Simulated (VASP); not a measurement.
Input of a VASP 6.6.1 run:

Contents of INCAR:

```
SYSTEM = Y2SiTe
ALGO = Fast ; EDIFF = 1E-6
ENCUT = 520 ; GGA = PE
ISIF = 2 ; ISMEAR = 0
LASPH = .True. ; LCHARG = .False.
LREAL = .False. ; LWAVE = .False.
NBANDS = 24 ; NELM = 100
PREC = Accurate ; SIGMA = 0.1
```

File KPOINTS:

```
k-points
0
Gamma
  12 12 10
  0 0 0
```

POSCAR

```
Y2SiTe
1.0
    5.4690711603      0.0000000000      0.0000000000
   -2.7345355801      4.7363545599      0.0000000000
    0.0000000000      0.0000000000      5.4236296710
Y Si Te
2 1 1
Direct
    0.3333333333      0.6666666667      0.5000000000
    0.6666666667      0.3333333333      0.5000000000
    0.0000000000      0.0000000000      0.0000000000
    0.0000000000      0.0000000000      0.5000000000
```

Potentials or basis: VASP PAW PBE potentials, release 64 (Y_sv, Si, Te).

Launch:

```console
$ cat potpaw_PBE.64/Y_sv/POTCAR potpaw_PBE.64/Si/POTCAR potpaw_PBE.64/Te/POTCAR > POTCAR
$ mpirun -np 1 vasp_std > vasp.out
```

(1) Estimate the pressure.

(2) What does it give for the band gap on the k mesh?

Answers

(1) 0.0 GPa.

(2) none (metal or under the smearing width).
